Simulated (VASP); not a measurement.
A VASP calculation is set up with these files.

INCAR:
```
! general
SYSTEM  =Rh
PREC    =Accurate
ENCUT   =520
LREAL   =.False.
LASPH   =.True.

! electronic loop
EDIFF   =1E-7
NELM    =100
ALGO    =Normal
LMAXMIX =4

! smearing
ISMEAR  =-5

! functional
GGA     =CX
LUSE_VDW=.True.
AGGAC   =0.0

! ions
ISIF    =2

! output
LWAVE   =.False.
LCHARG  =.True.
LORBIT  =11
NEDOS   =601
```

**KPOINTS**
```
K-points
0
Gamma
 18 18 18
0 0 0
```

File POSCAR:
```
Rh
1
    0.0000000000     1.8928065266     1.8928065266
    1.8928065266     0.0000000000     1.8928065266
    1.8928065266     1.8928065266    -0.0000000000
Rh
1
Direct
  0.0000000000   0.0000000000   0.0000000000
```

POTCAR, in this order: Rh_pv (PBE.64 set). Program: vasp_std.

Question: Translate this vdW-DF-cx calculation to Quantum ESPRESSO's pw.x.

Answer: One equivalent input (not run):
```
&CONTROL
  calculation = 'scf'
  pseudo_dir = './pseudo'
  outdir = './out'
  tprnfor = .true.
  tstress = .true.
/
&SYSTEM
  ibrav = 0
  nat = 1
  ntyp = 1
  ecutwfc = 88
  occupations = 'tetrahedra'
  input_dft = 'vdw-df-cx'
/
&ELECTRONS
  conv_thr = 7.3e-09
  electron_maxstep = 100
/
ATOMIC_SPECIES
  Rh 102.906 Rh.upf
CELL_PARAMETERS angstrom
     0.0000000    1.8928065    1.8928065
     1.8928065    0.0000000    1.8928065
     1.8928065    1.8928065   -0.0000000
ATOMIC_POSITIONS crystal
  Rh   0.0000000  0.0000000  0.0000000
K_POINTS automatic
  18 18 18 0 0 0
```
Limits of the translation: the potentials are each code's own (VASP's PAW set, PseudoDojo norm-conserving files in pw.x), so ENCUT and ecutwfc are chosen apart and not converted; conv_thr bounds pw.x's estimated SCF error, while EDIFF bounds the energy change between steps.

The compound is Rh in the fcc structure. It was relaxed first.
